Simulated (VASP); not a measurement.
All values below come from PBE GGA, VASP's PBE PAW potentials (set 64) (plane waves; VASP 6.6.1).

Input for VASP

### KPOINTS
```
Automatic
0
Gamma
8 8 8
0 0 0
```

### INCAR
```
SYSTEM  =  SrTiO3
PREC  =  Accurate; ENCUT  =  400; LREAL  =  .False.
LASPH  =  .True.
EDIFF  =  1E-6; NELM  =  100; ALGO  =  Normal
LMAXMIX  =  4
ISMEAR  =  0; SIGMA  =  0.01
GGA  =  PE
IBRION  =  2; NSW  =  50; ISIF  =  3
EDIFFG  =  -0.01
LWAVE  =  .False.; LCHARG  =  .False.
```

### POSCAR
```
SrTiO3
1.0
  3.9815640000   0.0000000000   0.0000000000
  0.0000000000   3.9815640000   0.0000000000
  0.0000000000   0.0000000000   3.9815640000
Sr Ti O
1 1 3
Direct
  0.0000000000   0.0000000000   0.0000000000
  0.5000000000   0.5000000000   0.5000000000
  0.5000000000   0.0000000000   0.5000000000
  0.0000000000   0.5000000000   0.5000000000
  0.5000000000   0.5000000000   0.0000000000
```

POTCAR, in this order: Sr_sv Ti_sv O (PBE.64 set). Program: vasp_std.

The run wrote:

### OSZICAR
```
       N       E                     dE             d eps       ncg     rms          rms(c)
DAV:   1     0.396807687802E+03    0.39681E+03   -0.18915E+04  1680   0.152E+03
DAV:   2    -0.107877463675E+02   -0.40760E+03   -0.40126E+03  2080   0.449E+02
DAV:   3    -0.488113469905E+02   -0.38024E+02   -0.37991E+02  2440   0.135E+02
DAV:   4    -0.505102927231E+02   -0.16989E+01   -0.16982E+01  2432   0.249E+01
DAV:   5    -0.505650554683E+02   -0.54763E-01   -0.54756E-01  2440   0.345E+00    0.251E+01
DAV:   6    -0.402541038725E+02    0.10311E+02   -0.68878E+01  2576   0.718E+01    0.150E+01
DAV:   7    -0.402434349021E+02    0.10669E-01   -0.10283E+01  2088   0.242E+01    0.967E+00
DAV:   8    -0.402226238932E+02    0.20811E-01   -0.23185E+00  2192   0.153E+01    0.318E+00
DAV:   9    -0.401300077771E+02    0.92616E-01   -0.52419E-01  2064   0.667E+00    0.972E-01
DAV:  10    -0.401329026527E+02   -0.28949E-02   -0.10745E-01  2280   0.235E+00    0.858E-01
DAV:  11    -0.401249656551E+02    0.79370E-02   -0.86403E-02  2384   0.240E+00    0.285E-01
DAV:  12    -0.401242299128E+02    0.73574E-03   -0.39451E-03  1960   0.642E-01    0.144E-01
DAV:  13    -0.401240053135E+02    0.22460E-03   -0.94566E-04  2392   0.242E-01    0.771E-02
DAV:  14    -0.401239917418E+02    0.13572E-04   -0.26089E-04  2456   0.124E-01    0.264E-02
DAV:  15    -0.401239906932E+02    0.10486E-05   -0.19681E-05  2432   0.343E-02    0.195E-02
DAV:  16    -0.401239891759E+02    0.15173E-05   -0.26403E-06  1680   0.138E-02    0.945E-03
DAV:  17    -0.401239879995E+02    0.11764E-05   -0.79925E-06  2112   0.281E-02    0.475E-03
DAV:  18    -0.401239880084E+02   -0.88994E-08   -0.55252E-07   944   0.597E-03
   1 F= -.40123988E+02 E0= -.40123988E+02  d E =-.401240E+02
       N       E                     dE             d eps       ncg     rms          rms(c)
DAV:   1    -0.434493496270E+02   -0.33254E+01   -0.97619E+01  1984   0.102E+02    0.182E+01
DAV:   2    -0.404934154133E+02    0.29559E+01   -0.10010E+01  2128   0.293E+01    0.603E+00
DAV:   3    -0.399919311382E+02    0.50148E+00   -0.26694E+00  2416   0.134E+01    0.177E+00
DAV:   4    -0.400206505417E+02   -0.28719E-01   -0.40741E-01  2504   0.469E+00    0.870E-01
DAV:   5    -0.400453302771E+02   -0.24680E-01   -0.60705E-02  2816   0.142E+00    0.894E-01
DAV:   6    -0.400633059533E+02   -0.17976E-01   -0.24403E-02  1992   0.961E-01    0.441E-01
DAV:   7    -0.400675353509E+02   -0.42294E-02   -0.16993E-02  2608   0.808E-01    0.921E-02
DAV:   8    -0.400679922767E+02   -0.45693E-03   -0.20326E-03  2696   0.250E-01    0.470E-02
DAV:   9    -0.400680056709E+02   -0.13394E-04   -0.16748E-04  2416   0.833E-02    0.918E-03
DAV:  10    -0.400680055638E+02    0.10706E-06   -0.76697E-06  1888   0.200E-02
   2 F= -.40068006E+02 E0= -.40068006E+02  d E =0.559824E-01
       N       E                     dE             d eps       ncg     rms          rms(c)
DAV:   1    -0.412113274477E+02   -0.11433E+01   -0.29219E+01  1928   0.596E+01    0.930E+00
DAV:   2    -0.403592291640E+02    0.85210E+00   -0.34025E+00  2000   0.183E+01    0.344E+00
DAV:   3    -0.402154416194E+02    0.14379E+00   -0.10273E+00  1856   0.615E+00    0.173E+00
DAV:   4    -0.402065294341E+02    0.89122E-02   -0.21649E-01  2648   0.330E+00    0.146E+00
DAV:   5    -0.402150515744E+02   -0.85221E-02   -0.26915E-02  2968   0.137E+00    0.111E+00
DAV:   6    -0.402209661014E+02   -0.59145E-02   -0.16472E-02  2576   0.719E-01    0.449E-01
DAV:   7    -0.402225758972E+02   -0.16098E-02   -0.31342E-03  2296   0.296E-01    0.102E-01
DAV:   8    -0.402227672391E+02   -0.19134E-03   -0.47660E-04  2304   0.136E-01    0.340E-02
DAV:   9    -0.402227822804E+02   -0.15041E-04   -0.96642E-05  2368   0.698E-02    0.141E-02
DAV:  10    -0.402227844715E+02   -0.21911E-05   -0.15529E-05  2240   0.268E-02    0.697E-03
DAV:  11    -0.402227838409E+02    0.63063E-06   -0.17670E-06  1280   0.121E-02
   3 F= -.40222784E+02 E0= -.40222784E+02  d E =-.987958E-01
```

File OUTCAR:
```
------------------------ aborting loop because EDIFF is reached ----------------------------------------
  FORCE on cell =-STRESS in cart. coord.  units (eV):
  Direction    XX          YY          ZZ          XY          YZ          ZX
  --------------------------------------------------------------------------------------
  Total       -0.0477711     -0.0477711     -0.0477711      0.0000000     -0.0000000      0.0000000
  in kB       -1.2751477     -1.2751477     -1.2751477      0.0000000     -0.0000000      0.0000000
  external PRESSURE =      -1.2751477 kB  Pullay stress =       0.0000000 kB
  volume of cell :       60.02
      direct lattice vectors                 reciprocal lattice vectors
     3.915361886  0.000000000 -0.000000000     0.255404233 -0.000000000 -0.000000000
     0.000000000  3.915361886 -0.000000000    -0.000000000  0.255404233 -0.000000000
     0.000000000  0.000000000  3.915361886     0.000000000  0.000000000  0.255404233
 POSITION                                       TOTAL-FORCE (eV/Angst)
 -----------------------------------------------------------------------------------
      0.00000      0.00000      0.00000        -0.000000     -0.000000      0.000000
      1.95768      1.95768      1.95768         0.000000     -0.000000      0.000000
      1.95768      0.00000      1.95768        -0.000000      0.000000      0.000000
      0.00000      1.95768      1.95768         0.000000     -0.000000      0.000000
      1.95768      1.95768     -0.00000        -0.000000     -0.000000      0.000000
 -----------------------------------------------------------------------------------
    total drift:                                0.000000      0.000000      0.000000
  FREE ENERGIE OF THE ION-ELECTRON SYSTEM (eV)
  ---------------------------------------------------
  free  energy   TOTEN  =       -40.2227838409 eV

  energy  without entropy=      -40.2227838409  energy(sigma->0) =      -40.22278384

 reached required accuracy - stopping structural energy minimisation
```
(Selected blocks of OUTCAR.)

**CONTCAR**
```
SrTiO3
   1.00000000000000
     3.9153618859158525    0.0000000000000000   -0.0000000000000000
     0.0000000000000000    3.9153618859158525   -0.0000000000000000
     0.0000000000000000    0.0000000000000000    3.9153618859158525
  Sr              Ti              O
     1     1     3
Direct
     0.0000000000000000    0.0000000000000000    0.0000000000000000
     0.5000000000000000    0.5000000000000000    0.5000000000000000
     0.5000000000000000    0.0000000000000000    0.5000000000000000
     0.0000000000000000    0.5000000000000000    0.5000000000000000
     0.5000000000000000    0.5000000000000000    0.0000000000000000
```

At this cut-off the stress carries a Pulay error, which pulls relaxed volumes low. Energy and stress use the plane-wave basis of the starting cell.

The structure comes from a computed database's SrTiO3 entry; how it stands against other phases isn't given here. This run relaxes it. Symmetry was kept, so distortions that lower it aren't found. The run is one of a series of settings (EDIFFG = -0.01, IBRION = 2, ISIF = 3, NSW = 50 against the base run), some of them coarse on purpose.
